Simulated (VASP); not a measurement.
**MgZn₃S₄ (space group P-43m): computed properties**

Level of theory: r2SCAN meta-GGA, VASP's PBE PAW potentials (set 64) (plane waves; VASP 6.6.1).

space group: P-43m (215)
cell: a = 5.4489 Å, b = 5.4489 Å, c = 5.4489 Å, α = 90.00°, β = 90.00°, γ = 90.00°
volume per atom: 20.22 Å³/atom
band gap (over mesh and band path): 2.97 eV
smallest direct gap (over mesh and band path): 2.97 eV
band-edge character: direct, Γ to Γ
density: 3.58 g/cm³

```xyz
8
Lattice="5.4489 0.0000 0.0000 0.0000 5.4489 0.0000 0.0000 0.0000 5.4489" Properties=species:S:1:pos:R:3 pbc="T T T"
Mg     2.7245     2.7245     2.7245
Zn     5.4489     0.0000     2.7245
Zn     2.7245     0.0000     0.0000
Zn     5.4489     2.7245     0.0000
S      4.1203     4.1203     1.3286
S      4.1203     1.3286     4.1203
S      1.3286     1.3286     1.3286
S      1.3286     4.1203     4.1203
```

The structure comes from a computed database's MgZn3S4 entry (P-43m); how it stands against other phases isn't given here. It was relaxed first. Symmetry was kept, so distortions that lower it aren't found.
